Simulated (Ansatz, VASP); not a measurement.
LaAgS2 in VASP and in Ansatz

```
CELL_PARAMETERS angstrom
4.03421 0.00000 0.00000
0.00000 4.03421 0.00000
0.00000 0.00000 5.68396
ATOMIC_POSITIONS crystal
Ag 0.00000 0.00000 0.00000
S 0.00000 0.00000 0.50000
S 0.50000 0.50000 0.00000
La 0.50000 0.50000 0.50000
```

Change from the starting cell: epitaxial_xy strain -2.3%.

Alike in both runs: task single point; functional PBE; k mesh 6 × 6 × 6; occupations fermi-dirac, width 0.02 eV; no spin polarisation.

|  | VASP | Ansatz |
| --- | --- | --- |
| version | VASP 6.6.1 | Ansatz 0.2.0 |
| potentials or method | VASP PAW PBE potentials, release 64 (Ag, S, La) | plane waves, PAW |
| plane-wave cutoff (eV) | 520 | 420 |
| valence electrons in the cell | 34 | 42 |

VASP gave:

- pressure (GPa): 2.2
- largest component of the traceless stress (GPa): 2.06

Question: What did Ansatz give for the same quantities?

Answer: Pressure (GPa): 2.4; largest component of the traceless stress (GPa): 2.08.

The two sets of potentials don't hold the same shells in valence.

The runs have no spin-orbit coupling, so splittings on La are missing.
